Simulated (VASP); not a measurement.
Input of a VASP 6.6.1 run:

INCAR

```
SYSTEM = LaP
PREC = Accurate
ENCUT = 520
EDIFF = 1E-8
ISMEAR = -1
SIGMA = 0.15
LREAL = .False.
LASPH = .True.
NELM = 60
ALGO = Normal
ISIF = 2
LWAVE = .False.
LCHARG = .False.
GGA = PS
IBRION = 8
NSW = 1
```

Contents of KPOINTS:

```
regular mesh
0
Gamma
  12 12 12
  0 0 0
```

POSCAR

```
LaP
1.0
    0.0000000000      2.9884255227      2.9884255227
    2.9884255227      0.0000000000      2.9884255227
    2.9884255227      2.9884255227      0.0000000000
La P
1 1
Direct
    0.0000000000      0.0000000000      0.0000000000
    0.5000000000      0.5000000000      0.5000000000
```

Potentials or basis: VASP PAW PBE potentials, release 64 (La, P).

Command:

```console
$ cat potpaw_PBE.64/La/POTCAR potpaw_PBE.64/P/POTCAR > POTCAR
$ mpirun -np 1 vasp_std > vasp.out
```

Estimate the highest phonon frequency at Γ, LO-TO splitting left out.

183 cm⁻¹.

Phonon frequencies in cm⁻¹ (negative: imaginary):
| q point | frequencies |
| --- | --- |
| (0.000, 0.000, 0.000) | 0 0 0 183 183 183 |

 The run has no spin-orbit coupling, so splittings on La are missing.
